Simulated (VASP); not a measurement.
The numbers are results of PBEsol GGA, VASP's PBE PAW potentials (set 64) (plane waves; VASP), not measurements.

Input for VASP

### KPOINTS
```
Automatic mesh
0
Gamma
3 3 6
0 0 0
```

### INCAR
```
! general
SYSTEM  = Hg3ZnSe4
PREC    = Accurate
ENCUT   = 400   ! plane-wave cut-off (eV)
LREAL   = F
LASPH   = T

! electronic loop
EDIFF   = 1E-6   ! SCF stop (eV)
NELM    = 100   ! most electronic steps
ALGO    = Normal   ! blocked Davidson
LMAXMIX = 6   ! l cut-off of mixed one-centre charges

! smearing
ISMEAR  = 0
SIGMA   = 0.05   ! width (eV)

! functional
GGA     = PS   ! PBEsol

! ions
IBRION  = 2
NSW     = 60   ! most ionic steps
ISIF    = 3   ! ions, shape and volume
EDIFFG  = -0.02

! output
LWAVE   = F
LCHARG  = F
```

**POSCAR**
```
Hg3ZnSe4
1.0
 -0.0010640602   6.0106798038   6.0202506203
  6.0106798038  -0.0010640602   6.0202506203
  3.0048078718   3.0048078718   0.0000000000
Zn Se Hg
1 4 3
Cart
  3.0048078721   3.0048078721   0.0112638215
  1.5024039359   1.5024039359   1.3520557737
  4.5889101835   1.4207055595   4.6012481751
  1.4207055595   4.5889101835   4.6012481751
  4.5072118077   4.5072118077   7.5254345593
  5.9845786749   3.0298449405   3.0105359412
  3.0298449405   5.9845786749   3.0105359412
  3.0048078715   3.0048078715   5.9889307132
```

POTCAR, in this order: Zn Se Hg (PBE.64 set). Program: vasp_std.

The resulting files:

OSZICAR:
```
       N       E                     dE             d eps       ncg     rms          rms(c)
DAV:   1     0.504845290158E+03    0.50485E+03   -0.28670E+04  1376   0.132E+03
DAV:   2     0.238376115382E+02   -0.48101E+03   -0.46793E+03  1466   0.342E+02
DAV:   3    -0.212508918216E+02   -0.45089E+02   -0.44315E+02  1616   0.107E+02
DAV:   4    -0.222843801122E+02   -0.10335E+01   -0.10296E+01  1533   0.166E+01
DAV:   5    -0.222960990316E+02   -0.11719E-01   -0.11713E-01  1585   0.171E+00    0.147E+01
DAV:   6    -0.210272639751E+02    0.12688E+01   -0.30733E+00  1756   0.240E+01    0.111E+01
DAV:   7    -0.210459945580E+02   -0.18731E-01   -0.19348E+00  1756   0.992E+00    0.457E+00
DAV:   8    -0.210144367238E+02    0.31558E-01   -0.30551E-01  1732   0.786E+00    0.774E-01
DAV:   9    -0.210147682856E+02   -0.33156E-03   -0.30810E-02  1639   0.224E+00    0.263E-01
DAV:  10    -0.210148725139E+02   -0.10423E-03   -0.64058E-03  1608   0.624E-01    0.122E-01
DAV:  11    -0.210147737448E+02    0.98769E-04   -0.11225E-03  1546   0.466E-01    0.603E-02
DAV:  12    -0.210148038206E+02   -0.30076E-04   -0.42236E-04  1735   0.289E-01    0.386E-02
DAV:  13    -0.210147935672E+02    0.10253E-04   -0.62017E-05  1792   0.165E-01    0.114E-02
DAV:  14    -0.210147939838E+02   -0.41660E-06   -0.85775E-06  1778   0.594E-02
   1 F= -.21014794E+02 E0= -.21014485E+02  d E =-.210148E+02
       N       E                     dE             d eps       ncg     rms          rms(c)
DAV:   1    -0.210183280862E+02   -0.35345E-02   -0.96451E-02  1533   0.244E+00    0.401E-01
DAV:   2    -0.210156957540E+02    0.26323E-02   -0.97192E-03  1593   0.150E+00    0.152E-01
DAV:   3    -0.210152662515E+02    0.42950E-03   -0.14834E-03  1644   0.416E-01    0.137E-01
DAV:   4    -0.210151989940E+02    0.67257E-04   -0.15883E-04  1630   0.142E-01    0.549E-02
DAV:   5    -0.210151704460E+02    0.28548E-04   -0.51745E-05  1557   0.631E-02    0.960E-03
DAV:   6    -0.210151694833E+02    0.96271E-06   -0.94196E-06  1546   0.320E-02
   2 F= -.21015169E+02 E0= -.21014884E+02  d E =-.375500E-03
       N       E                     dE             d eps       ncg     rms          rms(c)
DAV:   1    -0.210151802496E+02   -0.98035E-05   -0.22037E-04  1553   0.117E-01    0.185E-02
DAV:   2    -0.210151750666E+02    0.51830E-05   -0.18789E-05  1610   0.671E-02    0.656E-03
DAV:   3    -0.210151739968E+02    0.10698E-05   -0.28109E-06   877   0.189E-02    0.624E-03
DAV:   4    -0.210151738043E+02    0.19255E-06   -0.88045E-07   787   0.130E-02
   3 F= -.21015174E+02 E0= -.21014889E+02  d E =-.379821E-03
       N       E                     dE             d eps       ncg     rms          rms(c)
DAV:   1    -0.210152057796E+02   -0.31783E-04   -0.81371E-04  1530   0.231E-01    0.370E-02
DAV:   2    -0.210151833676E+02    0.22412E-04   -0.84057E-05  1590   0.142E-01    0.140E-02
DAV:   3    -0.210151794676E+02    0.39000E-05   -0.12886E-05  1636   0.385E-02    0.128E-02
DAV:   4    -0.210151785523E+02    0.91523E-06   -0.11245E-06   784   0.134E-02
   4 F= -.21015179E+02 E0= -.21014896E+02  d E =-.384569E-03
       N       E                     dE             d eps       ncg     rms          rms(c)
DAV:   1    -0.210152838381E+02   -0.10437E-03   -0.32634E-03  1518   0.456E-01    0.745E-02
DAV:   2    -0.210151923291E+02    0.91509E-04   -0.33707E-04  1587   0.283E-01    0.281E-02
DAV:   3    -0.210151771774E+02    0.15152E-04   -0.52141E-05  1643   0.776E-02    0.258E-02
DAV:   4    -0.210151743147E+02    0.28627E-05   -0.54526E-06  1439   0.269E-02    0.104E-02
DAV:   5    -0.210151727606E+02    0.15540E-05   -0.16829E-06   785   0.117E-02    0.174E-03
DAV:   6    -0.210151726600E+02    0.10068E-06   -0.56708E-07   754   0.951E-03
   5 F= -.21015173E+02 E0= -.21014895E+02  d E =-.378676E-03
       N       E                     dE             d eps       ncg     rms          rms(c)
DAV:   1    -0.210152359103E+02   -0.63150E-04   -0.17489E-03  1518   0.325E-01    0.543E-02
DAV:   2    -0.210151865224E+02    0.49388E-04   -0.17864E-04  1584   0.203E-01    0.206E-02
DAV:   3    -0.210151789932E+02    0.75292E-05   -0.27372E-05  1664   0.572E-02    0.187E-02
DAV:   4    -0.210151783082E+02    0.68497E-06   -0.25205E-06   926   0.200E-02
   6 F= -.21015178E+02 E0= -.21014898E+02  d E =-.384324E-03
       N       E                     dE             d eps       ncg     rms          rms(c)
DAV:   1    -0.210151802682E+02   -0.12750E-05   -0.49986E-05  1570   0.645E-02    0.981E-03
DAV:   2    -0.210151783736E+02    0.18946E-05   -0.60873E-06  1154   0.423E-02    0.410E-03
DAV:   3    -0.210151781907E+02    0.18292E-06   -0.11754E-06   748   0.111E-02
   7 F= -.21015178E+02 E0= -.21014897E+02  d E =-.384207E-03
       N       E                     dE             d eps       ncg     rms          rms(c)
DAV:   1    -0.210154973089E+02   -0.31894E-03   -0.21497E-02  1409   0.810E-01    0.106E-01
DAV:   2    -0.210153276067E+02    0.16970E-03   -0.78111E-04  1596   0.355E-01    0.485E-02
DAV:   3    -0.210152898968E+02    0.37710E-04   -0.99928E-05  1567   0.978E-02    0.366E-02
DAV:   4    -0.210152824696E+02    0.74272E-05   -0.13973E-05  1674   0.474E-02    0.107E-02
DAV:   5    -0.210152818025E+02    0.66719E-06   -0.41289E-06  1326   0.202E-02
   8 F= -.21015282E+02 E0= -.21015013E+02  d E =-.103612E-03
```

OUTCAR:
```
------------------------ aborting loop because EDIFF is reached ----------------------------------------
  FORCE on cell =-STRESS in cart. coord.  units (eV):
  Direction    XX          YY          ZZ          XY          YZ          ZX
  --------------------------------------------------------------------------------------
  Total       -0.0373356     -0.0373356      0.0319584      0.0000694      0.0000000      0.0000000
  in kB       -0.2745178     -0.2745178      0.2349806      0.0005103      0.0000000      0.0000000
  external PRESSURE =      -0.1046850 kB  Pullay stress =       0.0000000 kB
  volume of cell :      217.90
      direct lattice vectors                 reciprocal lattice vectors
    -0.008297021  6.011864225  6.029012404    -0.083054254  0.083054254  0.082932322
     6.011864225 -0.008297021  6.029012404     0.083054254 -0.083054254  0.082932322
     3.001783602  3.001783602  0.000000000     0.166567637  0.166567637 -0.165864645
 POSITION                                       TOTAL-FORCE (eV/Angst)
 -----------------------------------------------------------------------------------
      3.00178      3.00178      0.01248         0.000000     -0.000000     -0.002306
      1.50089      1.50089      1.35501        -0.000000     -0.000000      0.008933
      4.58876      1.41480      4.60617         0.000272     -0.000272      0.003295
      1.41480      4.58876      4.60617        -0.000272      0.000272      0.003295
      4.50268      4.50268      7.53945        -0.000000     -0.000000      0.014909
      2.97994      0.02184      3.01404        -0.002990      0.002990     -0.010207
      0.02184      2.97994      3.01404         0.002990     -0.002990     -0.010207
      3.00178      3.00178      5.99768         0.000000      0.000000     -0.007712
 -----------------------------------------------------------------------------------
    total drift:                                0.000001      0.000001     -0.001592
  FREE ENERGIE OF THE ION-ELECTRON SYSTEM (eV)
  ---------------------------------------------------
  free  energy   TOTEN  =       -21.0152818025 eV

  energy  without entropy=      -21.0147440855  energy(sigma->0) =      -21.01501294

 reached required accuracy - stopping structural energy minimisation
```
(Selected blocks of OUTCAR.)

**CONTCAR**
```
Hg3ZnSe4
   1.00000000000000
    -0.0082970206576050    6.0118642247734080    6.0290124035429828
     6.0118642247734080   -0.0082970206576050    6.0290124035429828
     3.0017836020579018    3.0017836020579018    0.0000000000000000
  Zn              Se              Hg
     1     4     3
Direct
     0.0010352895116899    0.0010352895116899    0.9979294210766151
     0.1123738064812072    0.1123738064812072    0.2752523870375856
     0.1183897763734585    0.6456117659317714    0.2359984575947684
     0.6456117659317714    0.1183897763734585    0.2359984575947684
     0.6252644679690939    0.6252644679690939    0.2494710640618120
     0.0042785960426881    0.4956447634367963    0.0000766405205155
     0.4956447634367963    0.0042785960426881    0.0000766405205155
     0.4974015341532929    0.4974015341532929    0.0051969315934195
```

File OUTCAR:
```
 val. band max:        1.3913133909   @ k =   0.0000   0.0000   0.0000

 cond. band min:       1.4857861559   @ k =   0.0000   0.0000   0.0000


 Fermi energy:         1.4426209018

 k-point     1 :       0.0000    0.0000    0.0000
  band No.  band energies     occupation
      1     -11.8902      2.00000
      2     -11.3578      2.00000
      3     -11.3327      2.00000
      4     -11.1635      2.00000
      5      -5.5106      2.00000
      6      -5.5060      2.00000
      7      -5.4993      2.00000
      8      -5.3958      2.00000
      9      -5.3854      2.00000
     10      -5.3621      2.00000
     11      -5.3560      2.00000
     12      -5.3473      2.00000
     13      -5.1043      2.00000
     14      -5.0992      2.00000
     15      -5.0680      2.00000
     16      -5.0404      2.00000
     17      -4.8251      2.00000
     18      -4.7946      2.00000
     19      -4.7795      2.00000
     20      -4.7750      2.00000
     21      -4.6996      2.00000
     22      -4.6979      2.00000
     23      -4.6614      2.00000
     24      -4.5063      2.00000
     25      -3.9990      2.00000
     26      -3.8838      2.00000
     27      -3.5312      2.00000
     28      -0.9089      2.00000
     29      -0.8130      2.00000
     30       0.3349      2.00000
     31       0.3826      2.00000
     32       0.4439      2.00000
     33       0.6827      2.00000
     34       0.8356      2.00000
     35       1.3798      1.92460
     36       1.3913      1.85327
     37       1.4858      0.22212
     38       2.6164      0.00000
     39       2.9463      0.00000
     40       4.3021      0.00000
     41       4.3694      0.00000
     42       6.8860      0.00000
     43       6.8881      0.00000

 k-point     2 :       0.3333   -0.0000    0.0000
  band No.  band energies     occupation
      1     -11.7676      2.00000
      2     -11.4893      2.00000
      3     -11.3005      2.00000
      4     -11.2092      2.00000
      5      -5.4757      2.00000
...
```

Unless said otherwise, spin-orbit coupling is left out, though it shifts the bands of the heavy elements here.

The structure was generated: Hg3ZnSe4 was put into an ordered model structure (Amm2), which need not be its known phase. This run relaxes it. Symmetry was kept, so distortions that lower it aren't found. The start is the result of an earlier pass.
